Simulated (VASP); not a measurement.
Given:

```
CELL_PARAMETERS angstrom
      1.64131    -2.84282     0.00000
      1.64131     2.84282     0.00000
      0.00000     0.00000    12.92281
ATOMIC_POSITIONS crystal
  W  0.33333 0.66667 0.25000
  W  0.66667 0.33333 0.75000
  S  0.33333 0.66667 0.87300
  S  0.66667 0.33333 0.37300
  S  0.66667 0.33333 0.12700
  S  0.33333 0.66667 0.62700
```

The numbers are results of vdW-DF2, VASP's PBE PAW potentials (set 64) (plane waves; VASP), not measurements. Numerical set-up: 520 eV cut-off, 9×9×2 Γ-centred mesh, tetrahedra with Blöchl corrections, potentials W_sv S.

The cores are frozen, which limits the accuracy of field gradients.

Give the principal components of the electric field gradient (V/Å²) and the asymmetry η at each nucleus.

```json
[
 {"atom": "W1", "Vxx": "75.7", "Vyy": "75.6", "Vzz": "-151.3", "η": "0.00"},
 {"atom": "W2", "Vxx": "75.7", "Vyy": "75.6", "Vzz": "-151.3", "η": "0.00"},
 {"atom": "S3", "Vxx": "20.6", "Vyy": "20.6", "Vzz": "-41.3", "η": "0.00"},
 {"atom": "S4", "Vxx": "20.6", "Vyy": "20.6", "Vzz": "-41.3", "η": "0.00"},
 {"atom": "S5", "Vxx": "20.6", "Vyy": "20.6", "Vzz": "-41.3", "η": "0.00"},
 {"atom": "S6", "Vxx": "20.6", "Vyy": "20.6", "Vzz": "-41.3", "η": "0.00"}
]
```

The compound is WS2 in the 2H layered structure. It was relaxed first, which changed the volume by +14 %.
